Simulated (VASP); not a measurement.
Level of theory: PBE GGA with spin-orbit coupling, VASP's PBE PAW potentials (set 64) (plane waves; VASP).

VASP input:

### POSCAR
```
Tc3Ag
1
    0.0000000000     3.3782460000     3.3782460000
    3.3782460000     0.0000000000     3.3782460000
    3.3782460000     3.3782460000     0.0000000000
Ag Tc
1 3
Direct
  0.0000000000   0.0000000000   0.0000000000
  0.5000000000   0.5000000000   0.5000000000
  0.2500000000   0.2500000000   0.2500000000
  0.7500000000   0.7500000000   0.7500000000
```

### INCAR
```
ALGO = Normal
EDIFF = 1E-6
ENCUT = 300
GGA = PE
GGA_COMPAT = .FALSE.
ISIF = 2
ISMEAR = -1
LASPH = .TRUE.
LCHARG = .FALSE.
LMAXMIX = 4
LNONCOLLINEAR = .TRUE.
LORBIT = 11
LREAL = .FALSE.
LSORBIT = .TRUE.
LWAVE = .FALSE.
MAGMOM = 0.0 0.0 0.0 0.0 0.0 0.0 0.0 0.0 0.0 0.0 0.0 0.0
NELM = 100
PREC = Accurate
SIGMA = 0.1
SYSTEM = Tc3Ag
```

KPOINTS:
```
Automatic mesh
0
Gamma
7 7 7
0 0 0
```

POTCAR, in this order: Ag Tc_pv (PBE.64 set). Program: vasp_ncl.

The resulting files:

File OSZICAR:
```
       N       E                     dE             d eps       ncg     rms          rms(c)
DAV:   1     0.455045566378E+03    0.45505E+03   -0.22198E+04  2984   0.109E+03
DAV:   2    -0.986853809199E+01   -0.46491E+03   -0.45075E+03  2636   0.379E+02
DAV:   3    -0.317027811459E+02   -0.21834E+02   -0.20884E+02  3424   0.806E+01
DAV:   4    -0.325491890121E+02   -0.84641E+00   -0.82096E+00  2912   0.122E+01
DAV:   5    -0.325751409193E+02   -0.25952E-01   -0.25767E-01  2904   0.203E+00    0.175E+01
DAV:   6    -0.302284557474E+02    0.23467E+01   -0.12164E+01  2652   0.247E+01    0.719E+00
DAV:   7    -0.317163675597E+02   -0.14879E+01   -0.12005E+01  2944   0.186E+01    0.126E+01
DAV:   8    -0.298357872271E+02    0.18806E+01   -0.47240E+00  2904   0.106E+01    0.269E+00
DAV:   9    -0.298301720074E+02    0.56152E-02   -0.23874E-01  2912   0.299E+00    0.945E-01
DAV:  10    -0.298254536246E+02    0.47184E-02   -0.20121E-02  2804   0.117E+00    0.347E-01
DAV:  11    -0.298249982463E+02    0.45538E-03   -0.47124E-03  2908   0.427E-01    0.986E-02
DAV:  12    -0.298249931882E+02    0.50581E-05   -0.27347E-04  2740   0.111E-01    0.641E-02
DAV:  13    -0.298249992649E+02   -0.60767E-05   -0.41905E-05  2712   0.532E-02    0.131E-02
DAV:  14    -0.298250009498E+02   -0.16849E-05   -0.10089E-05  2424   0.250E-02    0.393E-03
DAV:  15    -0.298250003229E+02    0.62681E-06   -0.10099E-06  1544   0.754E-03
   1 F= -.29825000E+02 E0= -.29724360E+02  d E =-.201281E+00  mag=     0.0000    -0.0000     0.0000
```

### OUTCAR
```
------------------------ aborting loop because EDIFF is reached ----------------------------------------
  FORCE on cell =-STRESS in cart. coord.  units (eV):
  Direction    XX          YY          ZZ          XY          YZ          ZX
  --------------------------------------------------------------------------------------
  Total      -15.3364917    -15.3364917    -15.3364917      0.0000000      0.0000000      0.0000000
  in kB     -318.6638485   -318.6638485   -318.6638485      0.0000000      0.0000000      0.0000000
  external PRESSURE =    -318.6638485 kB  Pullay stress =       0.0000000 kB
  volume of cell :       77.11
      direct lattice vectors                 reciprocal lattice vectors
     0.000000000  3.378246000  3.378246000    -0.148005799  0.148005799  0.148005799
     3.378246000  0.000000000  3.378246000     0.148005799 -0.148005799  0.148005799
     3.378246000  3.378246000  0.000000000     0.148005799  0.148005799 -0.148005799
 POSITION                                       TOTAL-FORCE (eV/Angst)
 -----------------------------------------------------------------------------------
      0.00000      0.00000      0.00000         0.000000     -0.000000     -0.000000
      3.37825      3.37825      3.37825         0.000000     -0.000000     -0.000000
      1.68912      1.68912      1.68912         0.000000      0.000000      0.000000
      5.06737      5.06737      5.06737        -0.000000     -0.000000     -0.000000
 -----------------------------------------------------------------------------------
    total drift:                                0.000000      0.000000      0.000000
  FREE ENERGIE OF THE ION-ELECTRON SYSTEM (eV)
  ---------------------------------------------------
  free  energy   TOTEN  =       -29.8250003229 eV

  energy  without entropy=      -29.6237188447  energy(sigma->0) =      -29.72435958

 total charge

# of ion       s       p       d       tot
------------------------------------------
    1        0.424   0.333   9.070   9.827
    2        0.380   6.296   4.742  11.418
    3        0.328   6.245   4.845  11.418
    4        0.328   6.245   4.845  11.418
--------------------------------------------------
tot          1.459  19.120  23.502  44.080

 magnetization (x)

# of ion       s       p       d       tot
------------------------------------------
    1       -0.000   0.000  -0.000  -0.000
    2        0.000  -0.000   0.000   0.000
    3        0.000   0.000   0.000   0.000
    4        0.000   0.000   0.000   0.000
--------------------------------------------------
tot          0.000   0.000   0.000   0.000

 magnetization (y)

# of ion       s       p       d       tot
------------------------------------------
    1        0.000   0.000   0.000   0.000
    2        0.000   0.000   0.000   0.000
    3        0.000  -0.000   0.000  -0.000
    4        0.000   0.000   0.000   0.000
--------------------------------------------------
tot          0.000  -0.000   0.000  -0.000

 magnetization (z)

# of ion       s       p       d       tot
------------------------------------------
    1        0.000   0.000   0.000   0.000
    2       -0.000  -0.000   0.000   0.000
    3        0.000   0.000   0.000   0.000
    4        0.000   0.000   0.000   0.000
--------------------------------------------------
tot         -0.000   0.000   0.000   0.000

 Ion:    1  E_soc:     -0.0563995

 Ion:    2  E_soc:     -0.2112853

 Ion:    3  E_soc:     -0.2174614

 Ion:    4  E_soc:     -0.2174614
```
(Selected blocks of OUTCAR.)

File OUTCAR:
```
 val. band max:        8.0311646796   @ k =  -0.2857   0.1429   0.0000

 cond. band min:       8.0616857494   @ k =   0.4286   0.0000   0.0000


 Fermi energy:         8.0533647382

 k-point     1 :       0.0000    0.0000    0.0000
  band No.  band energies     occupation
      1     -33.0852      1.00000
      2     -33.0852      1.00000
      3     -32.6837      1.00000
      4     -32.6837      1.00000
      5     -32.6106      1.00000
      6     -32.6106      1.00000
      7     -30.2516      1.00000
      8     -30.2516      1.00000
      9     -30.2516      1.00000
     10     -30.2516      1.00000
     11     -29.8532      1.00000
     12     -29.8532      1.00000
     13     -29.8532      1.00000
     14     -29.8532      1.00000
     15     -29.7503      1.00000
     16     -29.7503      1.00000
     17     -29.7503      1.00000
     18     -29.7503      1.00000
     19       1.6126      1.00000
     20       1.6126      1.00000
     21       3.1616      1.00000
     22       3.1616      1.00000
     23       3.1616      1.00000
     24       3.1616      1.00000
     25       3.6529      1.00000
     26       3.6529      1.00000
     27       3.6529      1.00000
     28       3.6529      1.00000
     29       3.8398      1.00000
     30       3.8398      1.00000
     31       5.7211      1.00000
     32       5.7211      1.00000
     33       5.7233      1.00000
     34       5.7233      1.00000
     35       5.7233      1.00000
     36       5.7233      1.00000
     37       6.1479      1.00000
     38       6.1479      1.00000
     39       6.1479      1.00000
     40       6.1479      1.00000
     41       6.1919      1.00000
     42       6.1919      1.00000
     43       6.1919      1.00000
     44       6.1919      1.00000
     45       6.2952      1.00000
     46       6.2952      1.00000
     47       8.6378      0.00289
     48       8.6378      0.00289
     49       8.6378      0.00289
     50       8.6378      0.00289
     51       9.0691      0.00004
...
```

At this cut-off the stress carries a Pulay error, which pulls relaxed volumes low.

The structure was generated: Tc3Ag was put into an ordered model structure, which need not be its known phase. The cell was not relaxed at this level. The run is one of a series of settings (GGA_COMPAT = .FALSE., LNONCOLLINEAR = .TRUE., LSORBIT = .TRUE., MAGMOM = 0.0 0.0 0.0 0.0 0.0 0.0 0.0 0.0 0.0 0.0 0.0 0.0, program vasp_ncl against the base run), some of them coarse on purpose.
